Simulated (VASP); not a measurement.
Output of a VASP run:

OUTCAR:
```
 ion  position               nearest neighbor table
   1  0.000  0.000  0.000-   2 1.55   2 1.55   2 1.55   2 1.55
   2  0.250  0.250  0.250-   1 1.55   1 1.55   1 1.55   1 1.55
  LATTYP: Found a face centered cubic cell.
 ALAT       =     3.5734432782
 Subroutine PRICEL returns:
 Original cell was already a primitive cell.
 Subroutine GETGRP returns: Found 48 space group operations
The static configuration has the point symmetry T_d .
 The point group associated with its full space group is O_h .
The dynamic configuration has the point symmetry T_d .
 Subroutine INISYM returns: Found 48 space group operations
 Subroutine IBZKPT returns following result:
 Found     84 irreducible k-points:

 Following reciprocal coordinates:
            Coordinates               Weight
  0.000000  0.000000  0.000000      1.000000
  0.076923  0.000000  0.000000      8.000000
  0.153846  0.000000  0.000000      8.000000
  0.230769  0.000000  0.000000      8.000000
  0.307692  0.000000  0.000000      8.000000
  0.384615  0.000000  0.000000      8.000000
  0.461538  0.000000  0.000000      8.000000
  0.076923  0.076923  0.000000      6.000000
  0.153846  0.076923  0.000000     24.000000
  0.230769  0.076923  0.000000     24.000000
  0.307692  0.076923  0.000000     24.000000
  0.384615  0.076923  0.000000     24.000000
  0.461538  0.076923  0.000000     24.000000
 -0.461538  0.076923  0.000000     24.000000
 -0.384615  0.076923  0.000000     24.000000
 -0.307692  0.076923  0.000000     24.000000
 -0.230769  0.076923  0.000000     24.000000
 -0.153846  0.076923  0.000000     24.000000
 -0.076923  0.076923  0.000000     12.000000
  0.153846  0.153846  0.000000      6.000000
  0.230769  0.153846  0.000000     24.000000
  0.307692  0.153846  0.000000     24.000000
  0.384615  0.153846  0.000000     24.000000
  0.461538  0.153846  0.000000     24.000000
 -0.461538  0.153846  0.000000     24.000000
 -0.384615  0.153846  0.000000     24.000000
 -0.307692  0.153846  0.000000     24.000000
 -0.230769  0.153846  0.000000     24.000000
 -0.153846  0.153846  0.000000     12.000000
  0.230769  0.230769  0.000000      6.000000
  0.307692  0.230769  0.000000     24.000000
  0.384615  0.230769  0.000000     24.000000
  0.461538  0.230769  0.000000     24.000000
 -0.461538  0.230769  0.000000     24.000000
 -0.384615  0.230769  0.000000     24.000000
 -0.307692  0.230769  0.000000     24.000000
 -0.230769  0.230769  0.000000     12.000000
  0.307692  0.307692  0.000000      6.000000
  0.384615  0.307692  0.000000     24.000000
  0.461538  0.307692  0.000000     24.000000
   k-points           NKPTS =     84   k-points in BZ     NKDIM =     84   number of bands    NBANDS=      8
   number of dos      NEDOS =    301   number of ions     NIONS =      2
   total plane-waves  NPLWV =  13824
   dimension x,y,z NGX =    24 NGY =   24 NGZ =   24
   dimension x,y,z NGXF=    48 NGYF=   48 NGZF=   48
   ions per type =               2
   PREC   = accura    normal or accurate (medium, high low for compatibility)
   ISTART =      0    job   : 0-new  1-cont  2-samecut
   ICHARG =      2    charge: 1-file 2-atom 10-const
   ISPIN  =      1    spin polarized calculation?
   LNONCOLLINEAR =      F non collinear calculations
   LSORBIT =      F    spin-orbit coupling
   INIWAV =      1    electr: 0-lowe 1-rand  2-diag
   ENCUT  =  620.0 eV  45.57 Ry    6.75 a.u.   5.13  5.13  5.13*2*pi/ulx,y,z
   NELM   =    100;   NELMIN=  2; NELMDL= -5     # of ELM steps
   EDIFF  = 0.1E-05   stopping-criterion for ELM
   LREAL  =      F    real-space projection
   NLSPLINE    = F    spline interpolate recip. space projectors
   LMAXMIX     =    2 max onsite mixed and CHGCAR
   VOSKOWN=      0    Vosko Wilk Nusair interpolation
   EDIFFG = -.2E-01   stopping-criterion for IOM
   NSW    =     40    number of steps for IOM
   NBLOCK =      1;   KBLOCK =     40    inner block; outer block
...
```

**OSZICAR**
```
       N       E                     dE             d eps       ncg     rms          rms(c)
DAV:   1     0.415931147107E+01    0.41593E+01   -0.56499E+03  1376   0.115E+03
DAV:   2    -0.186606578498E+02   -0.22820E+02   -0.22384E+02  2144   0.124E+02
DAV:   3    -0.188183198932E+02   -0.15766E+00   -0.15766E+00  1472   0.140E+01
DAV:   4    -0.188185449140E+02   -0.22502E-03   -0.22502E-03  1928   0.549E-01
DAV:   5    -0.188185450169E+02   -0.10291E-06   -0.10291E-06  1424   0.676E-03    0.548E+00
DAV:   6    -0.183488645660E+02    0.46968E+00   -0.35966E-01  1400   0.479E+00    0.329E+00
DAV:   7    -0.181907573067E+02    0.15811E+00   -0.39782E-01  1600   0.515E+00    0.747E-01
DAV:   8    -0.181920124635E+02   -0.12552E-02   -0.18459E-03  1408   0.508E-01    0.459E-02
DAV:   9    -0.181920297141E+02   -0.17251E-04   -0.12911E-04  1952   0.101E-01    0.270E-02
DAV:  10    -0.181920428119E+02   -0.13098E-04   -0.13842E-05  1376   0.436E-02    0.602E-03
DAV:  11    -0.181920426432E+02    0.16873E-06   -0.39323E-08   976   0.222E-03
   1 F= -.18192043E+02 E0= -.18192043E+02  d E =-.181920E+02
       N       E                     dE             d eps       ncg     rms          rms(c)
DAV:   1    -0.181920930306E+02   -0.50219E-04   -0.52721E-03  1600   0.757E-01    0.658E-02
DAV:   2    -0.181920386567E+02    0.54374E-04   -0.44728E-05  1464   0.663E-02    0.342E-02
DAV:   3    -0.181920173309E+02    0.21326E-04   -0.45277E-05  1464   0.535E-02    0.528E-03
DAV:   4    -0.181920173605E+02   -0.29599E-07   -0.86504E-08   888   0.417E-03
   2 F= -.18192017E+02 E0= -.18192017E+02  d E =0.252827E-04
       N       E                     dE             d eps       ncg     rms          rms(c)
DAV:   1    -0.181921211140E+02   -0.10378E-03   -0.16038E-03  1616   0.416E-01    0.365E-02
DAV:   2    -0.181921038962E+02    0.17218E-04   -0.13575E-05  1472   0.363E-02    0.190E-02
DAV:   3    -0.181920964619E+02    0.74343E-05   -0.13834E-05  1464   0.295E-02    0.290E-03
DAV:   4    -0.181920963762E+02    0.85615E-07   -0.26524E-08   696   0.232E-03
   3 F= -.18192096E+02 E0= -.18192096E+02  d E =-.537330E-04
```

### OUTCAR
```
------------------------ aborting loop because EDIFF is reached ----------------------------------------
  FORCE on cell =-STRESS in cart. coord.  units (eV):
  Direction    XX          YY          ZZ          XY          YZ          ZX
  --------------------------------------------------------------------------------------
  Total       -0.0003773     -0.0003773     -0.0003773     -0.0000000     -0.0000000      0.0000000
  in kB       -0.0530838     -0.0530838     -0.0530838     -0.0000000     -0.0000000      0.0000000
  external PRESSURE =      -0.0530838 kB  Pullay stress =       0.0000000 kB
  volume of cell :       11.39
      direct lattice vectors                 reciprocal lattice vectors
     0.000000000  1.785623281  1.785623281    -0.280014270  0.280014270  0.280014270
     1.785623281 -0.000000000  1.785623281     0.280014270 -0.280014270  0.280014270
     1.785623281  1.785623281 -0.000000000     0.280014270  0.280014270 -0.280014270
 POSITION                                       TOTAL-FORCE (eV/Angst)
 -----------------------------------------------------------------------------------
      0.00000     -0.00000      0.00000        -0.000000     -0.000000      0.000000
      0.89281      0.89281      0.89281         0.000000      0.000000     -0.000000
 -----------------------------------------------------------------------------------
    total drift:                               -0.000000      0.000000      0.000000
  FREE ENERGIE OF THE ION-ELECTRON SYSTEM (eV)
  ---------------------------------------------------
  free  energy   TOTEN  =       -18.1920963762 eV

  energy  without entropy=      -18.1920963762  energy(sigma->0) =      -18.19209638

 reached required accuracy - stopping structural energy minimisation
```
(Selected blocks of OUTCAR.)

File POSCAR:
```
C
1
   -0.0000000000     1.7867216391     1.7867216391
    1.7867216391     0.0000000000     1.7867216391
    1.7867216391     1.7867216391     0.0000000000
C
2
Direct
  0.0000000000   0.0000000000   0.0000000000
  0.2500000000   0.2500000000   0.2500000000
```

Task: Reconstruct the remaining input files.

Result: One answer among several that fit: the input of the run itself, PBE GGA, plane waves, VASP's PBE PAW potentials (set 64).

File KPOINTS:
```
Automatic mesh
0
Gamma
13 13 13
0 0 0
```

### INCAR
```
SYSTEM = C
PREC = Accurate
ENCUT = 620
EDIFF = 1E-6
NELM = 100
ALGO = Normal
LREAL = .FALSE.
LASPH = .TRUE.
ISMEAR = 0
SIGMA = 0.05
GGA = PE
LWAVE = .FALSE.
LCHARG = .FALSE.
IBRION = 2
ISIF = 3
NSW = 40
EDIFFG = -0.02
```

POTCAR, in this order: C (PBE.64 set). Program: vasp_std.

The compound is C in the diamond structure. This run relaxes it. Symmetry was kept, so distortions that lower it aren't found.
